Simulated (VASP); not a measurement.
Consider the following.

```
Li2S
1.0
    0.00000     2.79896     2.84158
    2.79896     0.00000     2.84158
    2.79896     2.79896     0.00000
Li S
2 1
Direct
  0.25000   0.25000   0.25000
  0.75000   0.75000   0.75000
  0.00000   0.00000   0.00000
```

These are r2SCAN meta-GGA, VASP's PBE PAW potentials (set 64) (plane waves; VASP 6.6.1) values and carry that method's errors. Settings: 600 eV cut-off, 6×6×6 Γ-centred mesh, Gaussian smearing of 0.050 eV, potentials Li_sv S.

Task: Give the stress tensor in GPa (positive for a compressed cell).

Result: 
```
1.78  0.00  0.00
0.00  1.78  0.00
0.00  0.00  0.70
```
The pressure is its mean diagonal, 1.42 GPa.

The compound is Li2S in the antifluorite structure. This cell was strained or had an atom moved on purpose.
